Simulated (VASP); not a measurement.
# RuRh2 (I4/mcm) in VASP: single point with r2SCAN

Aim: the single point of RuRh2 with r2SCAN.

Program: VASP 6.6.1. These are calculated values, not measurements. Logs are shortened: lines on timing, memory, paths and dates and some standing lists are left out, and cuts for length are marked.

### Step 1. The structure

Symmetry: I4/mcm, No. 140, tetragonal system. The conventional cell has a = 5.349 Å, b = 5.349 Å, c = 4.766 Å, α = 90.00°, β = 90.00°, γ = 90.00°. Rh (site symmetry m2m) is surrounded by 4 Ru at 2.33 Å and 1 Rh at 2.50 Å. Ru (site symmetry 422) has 8 Rh at 2.33 Å and 2 Ru at 2.38 Å as nearest neighbours.

The cell was built by a generator and needn't be a form met in nature.

### Step 2. Single point, r2SCAN, collinear spin, typed start

POSCAR

```
RuRh2
1.0
   -2.6743255900      2.6743255900      2.3829918700
    2.6743255900     -2.6743255900      2.3829918700
    2.6743255900      2.6743255900     -2.3829918700
Rh Ru
4 2
Direct
    0.6650000000      0.1650000000      0.8300000000
    0.1650000000      0.3350000000      0.5000000000
    0.3350000000      0.8350000000      0.1700000000
    0.8350000000      0.6650000000      0.5000000000
    0.2500000000      0.2500000000      0.0000000000
    0.7500000000      0.7500000000      0.0000000000
```

INCAR.step1

```
PREC = Accurate ; ENCUT = 520
ISMEAR = -1 ; SIGMA = 0.0749
LREAL = F ; LASPH = T
NELM = 150 ; ISPIN = 2
MAGMOM = 1 1 1 1 2 2 ; LMAXMIX = 4
NBANDS = 57 ; GGA = PE
ALGO = Normal ; EDIFF = 1E-4
LWAVE = T ; LCHARG = F
```

INCAR.step2

```
PREC = Accurate ; ENCUT = 520
EDIFF = 1E-7 ; ISMEAR = -1
SIGMA = 0.0749 ; LREAL = F
LASPH = T ; NELM = 150
ALGO = Normal ; ISIF = 2
LWAVE = F ; LCHARG = F
ISPIN = 2 ; MAGMOM = 1 1 1 1 2 2
LORBIT = 11 ; LMAXMIX = 4
METAGGA = R2SCAN ; LMIXTAU = T
NBANDS = 57 ; ISTART = 1
```

KPOINTS

```
regular mesh
0
Gamma
  5 5 5
```

Potentials or basis: VASP PAW PBE potentials, release 64 (Rh_pv, Ru_pv).

Launch:

```sh
$ cat potpaw_PBE.64/Rh_pv/POTCAR potpaw_PBE.64/Ru_pv/POTCAR > POTCAR
$ cp INCAR.step1 INCAR
$ mpirun -np 1 vasp_std > vasp.out
$ cp INCAR.step2 INCAR
$ mpirun -np 1 vasp_std > vasp.out
```

OUTCAR:

```text
PREC = Accurate
   ENCUT = 520
   EDIFF = 1E-7
   ISMEAR = -1
   LREAL = F
   LASPH = T
   NELM = 150
   ISIF = 2
   ISPIN = 2
   LORBIT = 11
   METAGGA = R2SCAN
   ISTART = 1

 ion  position               nearest neighbor table
   1  0.665  0.165  0.830-   5 2.33   6 2.33   5 2.33   6 2.33   3 2.50   3 2.71   3 2.71   2 2.82
                             4 2.82   4 2.82   2 2.82   4 2.97   2 2.97   2 2.97   4 2.97
   2  0.165  0.335  0.500-   5 2.33   5 2.33   6 2.33   6 2.33   4 2.50   4 2.71   4 2.71   3 2.82
                             1 2.82   3 2.82   1 2.82   3 2.97   1 2.97   1 2.97   3 2.97
   3  0.335  0.835  0.170-   5 2.33   6 2.33   5 2.33   6 2.33   1 2.50   1 2.71   1 2.71   2 2.82
                             4 2.82   4 2.82   2 2.82   4 2.97   2 2.97   2 2.97   4 2.97
   4  0.835  0.665  0.500-   6 2.33   6 2.33   5 2.33   5 2.33   2 2.50   2 2.71   2 2.71   1 2.82
                             1 2.82   3 2.82   3 2.82   3 2.97   1 2.97   1 2.97   3 2.97
   5  0.250  0.250  0.000-   3 2.33   1 2.33   2 2.33   3 2.33   2 2.33   1 2.33   4 2.33   4 2.33
                             6 2.38   6 2.38
   6  0.750  0.750  0.000-   3 2.33   1 2.33   3 2.33   4 2.33   4 2.33   1 2.33   2 2.33   2 2.33
                             5 2.38   5 2.38

  LATTYP: Found a body centered tetragonal cell.
 ALAT       =     5.3486511800
 C/A-ratio  =     0.8910627333

  Lattice vectors:

 A1 = (  -2.6743255900,   2.6743255900,   2.3829918700)
 A2 = (   2.6743255900,  -2.6743255900,   2.3829918700)
 A3 = (   2.6743255900,   2.6743255900,  -2.3829918700)

Analysis of symmetry for initial positions (statically):
=====================================================================
 Subroutine PRICEL returns:
 Original cell was already a primitive cell.

 Routine SETGRP: Setting up the symmetry group for a
 body centered tetragonal supercell.

 Subroutine GETGRP returns: Found 16 space group operations
 (whereof  8 operations were pure point group operations)
 out of a pool of 16 trial point group operations.

The static configuration has the point symmetry C_4h.
 The point group associated with its full space group is D_4h.

Analysis of symmetry for dynamics (positions and initial velocities):
=====================================================================
 Subroutine PRICEL returns:
 Original cell was already a primitive cell.

 Routine SETGRP: Setting up the symmetry group for a
 body centered tetragonal supercell.

 Subroutine GETGRP returns: Found 16 space group operations
 (whereof  8 operations were pure point group operations)
 out of a pool of 16 trial point group operations.

The dynamic configuration has the point symmetry C_4h.
 The point group associated with its full space group is D_4h.

Analysis of structural, dynamic, and magnetic symmetry:
=====================================================================
 Subroutine PRICEL returns:
 Original cell was already a primitive cell.

 Routine SETGRP: Setting up the symmetry group for a
 body centered tetragonal supercell.

 Subroutine GETGRP returns: Found 16 space group operations
 (whereof  8 operations were pure point group operations)
 out of a pool of 16 trial point group operations.

The overall configuration has the point symmetry C_4h.
 The point group associated with its full space group is D_4h.

 Subroutine INISYM returns: Found 16 space group operations
 (whereof  8 operations are pure point group operations),
 and found     1 'primitive' translations

----------------------------------------------------------------------------------------

                                     Primitive cell

  volume of cell :      68.1728

  direct lattice vectors                    reciprocal lattice vectors
    -2.674325590  2.674325590  2.382991870     0.000000000  0.186963024  0.209820271
     2.674325590 -2.674325590  2.382991870     0.186963024  0.000000000  0.209820271
     2.674325590  2.674325590 -2.382991870     0.186963024  0.186963024  0.000000000

  length of vectors
     4.470199657  4.470199657  4.470199657     0.281033305  0.281033305  0.264405644

  position of ions in fractional coordinates (direct lattice)
     0.665000000  0.165000000  0.830000000
     0.165000000  0.335000000  0.500000000
     0.335000000  0.835000000  0.170000000
     0.835000000  0.665000000  0.500000000
     0.250000000  0.250000000  0.000000000
     0.750000000  0.750000000  0.000000000

  ion indices of the primitive-cell ions
   primitive index   ion index
                 1           1
                 2           2
                 3           3
                 4           4
                 5           5
                 6           6

----------------------------------------------------------------------------------------

 KPOINTS: regular mesh

Automatic generation of k-mesh.
 Grid dimensions read from file:
 generate k-points for:    5    5    5

 Generating k-lattice:

  Cartesian coordinates                     Fractional coordinates (reciprocal lattice)
     0.000000000  0.037392605  0.041964054     0.200000000  0.000000000 -0.000000000
     0.037392605  0.000000000  0.041964054     0.000000000  0.200000000 -0.000000000
     0.037392605  0.037392605  0.000000000     0.000000000  0.000000000  0.200000000

  Length of vectors
     0.056206661  0.056206661  0.052881129

  Shift w.r.t. Gamma in fractional coordinates (k-lattice)
     0.000000000  0.000000000  0.000000000

 Subroutine IBZKPT returns following result:
 ===========================================

 Found     18 irreducible k-points:

 Following reciprocal coordinates:
            Coordinates               Weight
  0.000000  0.000000  0.000000      1.000000
  0.200000  0.000000  0.000000      8.000000
  0.400000  0.000000 -0.000000      8.000000
  0.200000  0.200000  0.000000      8.000000
  0.400000  0.200000 -0.000000     16.000000
 -0.400000  0.200000  0.000000     16.000000
[... 10 lines left out ...]
 -0.400000  0.400000  0.400000      4.000000
 -0.400000 -0.400000  0.400000      2.000000
   k-points           NKPTS =     18   k-points in BZ     NKDIM =     18   number of bands    NBANDS=     57
   number of dos      NEDOS =    301   number of ions     NIONS =      6
   total plane-waves  NPLWV =  46656
   dimension x,y,z NGX =    36 NGY =   36 NGZ =   36
   dimension x,y,z NGXF=    72 NGYF=   72 NGZF=   72
   ions per type =               4   2
   NGX,Y,Z   is equivalent  to a cutoff of  13.39, 13.39, 13.39 a.u.
   NGXF,Y,Z  is equivalent  to a cutoff of  26.78, 26.78, 26.78 a.u.
 SYSTEM =  unknown system
   PREC   = accura    normal or accurate (medium, high low for compatibility)
   ISTART =      1    job   : 0-new  1-cont  2-samecut
   ICHARG =      0    charge: 1-file 2-atom 10-const
   ISPIN  =      2    spin polarized calculation?
   LNONCOLLINEAR =      F non collinear calculations
   LSORBIT =      F    spin-orbit coupling
   LASPH  =      T    aspherical Exc in radial PAW
   ENCUT  =  520.0 eV  38.22 Ry    6.18 a.u.   8.31  8.31  8.31*2*pi/ulx,y,z
   NELM   =    150;   NELMIN=  2; NELMDL=  0     # of ELM steps
   EDIFF  = 0.1E-06   stopping-criterion for ELM
   LREAL  =      F    real-space projection
   EDIFFG = 0.1E-05   stopping-criterion for IOM
   NSW    =      0    number of steps for IOM
   IBRION =     -1    ionic relax: 0-MD 1-quasi-New 2-CG
   NFREE  =      0    steps in history (QN), initial steepest desc. (CG)
   ISIF   =      2    stress and relaxation
   ISYM   =      2    0-nonsym 1-usesym 2-fastsym
   POTIM  = 0.5000    time-step for ionic-motion
   TEBEG  =    0.0;   TEEND  =   0.0 temperature during run
   PSTRESS=    0.0 pullay stress
   NELECT =      88.0000    total number of electrons
   NUPDOWN=      -1.0000    fix difference up-down
   EMIN   =  10.00;   EMAX   =-10.00  energy-range for DOS
   EFERMI =   0.00;   METHOD = LEGACY
   ISMEAR =    -1;   SIGMA  =   0.07  broadening in eV -4-tet -1-fermi 0-gaus
   EFERMI_NEDOS =   21; number of points for ismear=-14 and -15
   IALGO  =     38    algorithm
   IMIX   =      4    mixing-type and parameters
     AMIX     =   0.40;   BMIX     =  1.00
     AMIX_MAG =   1.60;   BMIX_MAG =  1.00
  volume/ion in A,a.u.               =      11.36        76.68
  Fermi-wavevector in a.u.,A,eV,Ry     =   1.782510  3.368456 43.230370  3.177343
  Thomas-Fermi vector in A             =   2.846885
   LORBIT       =     11    0 simple, 1 ext, 2 COOP (PROOUT), +10 PAW based schemes
   METAGGA = R2SCAN    functional components
   LHFCALC =     F    Hartree Fock is set to
   AEXX    =    0.0000 exact exchange contribution
   IVDW    =     0    specifies the selected vdW correction
   LEPSILON=     F    determine dielectric tensor
   LRPA    =     F    only Hartree local field effects (RPA)
 spin polarized calculation
  energy-cutoff  :      520.00
  volume of cell :       68.17
 maximum number of plane-waves:      1853
 NGX is ok and might be reduce to    36
   NGX = 17   NGY = 17   NGZ = 17

 number of electron      88.0000015 magnetization      -0.0000367

 number of electron      88.0000015 magnetization       0.0000030

 Free energy of the ion-electron system (eV)
  ---------------------------------------------------
  ext. energy  EPLUGINS =         0.00000000
  ---------------------------------------------------
  free energy    TOTEN  =      -137.68870938 eV

  energy without entropy =     -137.58790698  energy(sigma->0) =     -137.63830818

 E-fermi :  16.0494     XC(G=0): -16.5166

 val. band max:       16.0327233943   @ k =   0.4000   0.2000  -0.0000
 cond. band min:      16.0877855593   @ k =   0.2000   0.2000   0.0000
 fundamental gap:      0.0550621650
 Fermi energy:        16.0493549241

 spin component 1

 k-point     1 :       0.0000    0.0000    0.0000
  band No.  band energies     occupation
      1     -33.5123      1.00000
      2     -33.4002      1.00000
      3     -33.4002      1.00000
      4     -32.9086      1.00000
      5     -32.8806      1.00000
      6     -32.8229      1.00000
[... 1051 lines left out ...]
     55      24.2912      0.00000
     56      24.3153      0.00000
 Fermi energy:        16.0493549241

 spin component 2

 k-point     1 :       0.0000    0.0000    0.0000
  band No.  band energies     occupation
      1     -33.5123      1.00000
      2     -33.4002      1.00000
      3     -33.4002      1.00000
      4     -32.9086      1.00000
      5     -32.8806      1.00000
      6     -32.8229      1.00000
[... 1051 lines left out ...]
     55      24.2912      0.00000
     56      24.3153      0.00000
 [bands above 56 left out]

------------------------ aborting loop because EDIFF is reached ----------------------------------------

  FORCE on cell =-STRESS in cart. coord.  units (eV):
  Direction    XX          YY          ZZ          XY          YZ          ZX
  --------------------------------------------------------------------------------------
  -------------------------------------------------------------------------------------
  Total       59.2930706     59.2930706     51.8486523      0.0000000      0.0000000      0.0000000
  in kB     1393.4885749   1393.4885749   1218.5320115      0.0000000      0.0000000      0.0000000
  external PRESSURE =    1335.1697204 kB  Pullay stress =       0.0000000 kB

 VOLUME and BASIS-vectors are now :
 -----------------------------------------------------------------------------
  energy-cutoff  :      520.00
  volume of cell :       68.17
      direct lattice vectors                 reciprocal lattice vectors
    -2.674325590  2.674325590  2.382991870     0.000000000  0.186963024  0.209820271
     2.674325590 -2.674325590  2.382991870     0.186963024  0.000000000  0.209820271
     2.674325590  2.674325590 -2.382991870     0.186963024  0.186963024  0.000000000

 POSITION                                       TOTAL-FORCE (eV/Angst)
 -----------------------------------------------------------------------------------
      0.88253      3.55685      0.00000        -2.695095     -2.695095     -0.000000
      1.79180      0.88253      0.00000         2.695095     -2.695095     -0.000000
      1.79180     -0.88253      2.38299         2.695095      2.695095      0.000000
      0.88253      1.79180      2.38299        -2.695095      2.695095      0.000000
      0.00000      0.00000      1.19150        -0.000000      0.000000     -0.000000
      0.00000      0.00000      3.57449         0.000000     -0.000000     -0.000000
 -----------------------------------------------------------------------------------
    total drift:                               -0.000000      0.000000     -0.000000

  FREE ENERGIE OF THE ION-ELECTRON SYSTEM (eV)
  ---------------------------------------------------
  free  energy   TOTEN  =      -137.6887093835 eV

  energy  without entropy=     -137.5879069846  energy(sigma->0) =     -137.63830818

 total charge

# of ion       s       p       d       tot
------------------------------------------
    1        0.498   6.414   7.439  14.350
    2        0.498   6.414   7.439  14.350
    3        0.498   6.414   7.439  14.350
    4        0.498   6.414   7.439  14.350
    5        0.571   6.521   6.448  13.541
    6        0.571   6.521   6.448  13.541
--------------------------------------------------
tot          3.136  38.697  42.651  84.484

 magnetization (x)

# of ion       s       p       d       tot
------------------------------------------
    1       -0.000  -0.000   0.000   0.000
    2       -0.000  -0.000   0.000   0.000
    3       -0.000  -0.000   0.000   0.000
    4       -0.000  -0.000   0.000   0.000
    5       -0.000  -0.000   0.000   0.000
    6       -0.000  -0.000   0.000   0.000
--------------------------------------------------
tot         -0.000  -0.000   0.000   0.000
```

Run time: 3.8 min. Hardware: 1 thread of Intel Xeon 6975P-C (Granite Rapids), shared host; peak memory 0.31 GiB.

Results:

```
Free energy                                           : -137.6887 eV
Pressure                                              : 133.5 GPa
Largest force                                         : 3.811 eV/Å
Band gap on the k mesh                                : none (metal or under the smearing width)
Net moment                                            : 0.00 μB per cell
Valence electrons inside the program's atomic spheres : Rh 14.35; Ru 13.54
```

Forces in eV/Å, atoms in the order of the input:
```
Rh  -2.695 -2.695  0.000
Rh   2.695 -2.695  0.000
Rh   2.695  2.695  0.000
Rh  -2.695  2.695  0.000
Ru   0.000  0.000  0.000
Ru   0.000  0.000  0.000
```

Stress tensor (GPa, compression positive):
```
139.35   0.00   0.00
  0.00 139.35   0.00
  0.00   0.00 121.85
```

Caveat: a pressure of tens of GPa on the cell as given is suspect, and the run, the potentials or the cell itself is likely at fault; the PAW data sets were made with another functional, which shifts forces and pressure a little.
